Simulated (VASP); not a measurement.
An input for Quantum ESPRESSO's pw.x (written as the equivalent of a VASP run, and not itself run):

```
&CONTROL
  calculation = 'relax'
  pseudo_dir = './pseudo'
  outdir = './out'
  tprnfor = .true.
  tstress = .true.
  nstep = 30
  forc_conv_thr = 3.9e-05
/
&SYSTEM
  ibrav = 0
  nat = 2
  ntyp = 2
  ecutwfc = 86
  occupations = 'smearing'
  smearing = 'gaussian'
  degauss = 0.003675
  input_dft = 'pbe'
/
&ELECTRONS
  conv_thr = 7.3e-10
  electron_maxstep = 100
/
&IONS
/
ATOMIC_SPECIES
  Mg 24.305 Mg.upf
  Se 78.971 Se.upf
CELL_PARAMETERS angstrom
     0.0000000    2.7518330    2.7518330
     2.7518330    0.0000000    2.7518330
     2.7518330    2.7518330    0.0000000
ATOMIC_POSITIONS crystal
  Mg   0.0000000  0.0000000  0.0000000
  Se   0.5000000  0.5000000  0.5000000
K_POINTS automatic
  8 8 8 0 0 0
```

### Question
Write the VASP files for the same calculation (PBE).

### Answer
This is not unique; one that fits is 
**POSCAR**
```
MgSe
1
    0.0000000000     2.7518329873     2.7518329873
    2.7518329873     0.0000000000     2.7518329873
    2.7518329873     2.7518329873     0.0000000000
Mg Se
1 1
Direct
  0.0000000000   0.0000000000   0.0000000000
  0.5000000000   0.5000000000   0.5000000000
```

KPOINTS:
```
Automatic mesh
0
Gamma
8 8 8
0 0 0
```

### INCAR
```
SYSTEM = MgSe
PREC = Accurate; ENCUT = 400; LREAL = F
LASPH = T
EDIFF = 1E-8; NELM = 100; ALGO = Normal
LMAXMIX = 4
ISMEAR = 0; SIGMA = 0.05
GGA = PE
IBRION = 1; NSW = 30; ISIF = 2
EDIFFG = -0.001
LWAVE = F; LCHARG = F
```

POTCAR, in this order: Mg Se (PBE.64 set). Program: vasp_std.

Limits of the translation: the potentials are each code's own (VASP's PAW set, PseudoDojo norm-conserving files in pw.x), so ENCUT and ecutwfc are chosen apart and not converted; conv_thr bounds pw.x's estimated SCF error, while EDIFF bounds the energy change between steps; forc_conv_thr acts on force components and is met together with etot_conv_thr.

The compound is MgSe in the rock salt structure. It was relaxed first. The start is the result of an earlier pass.
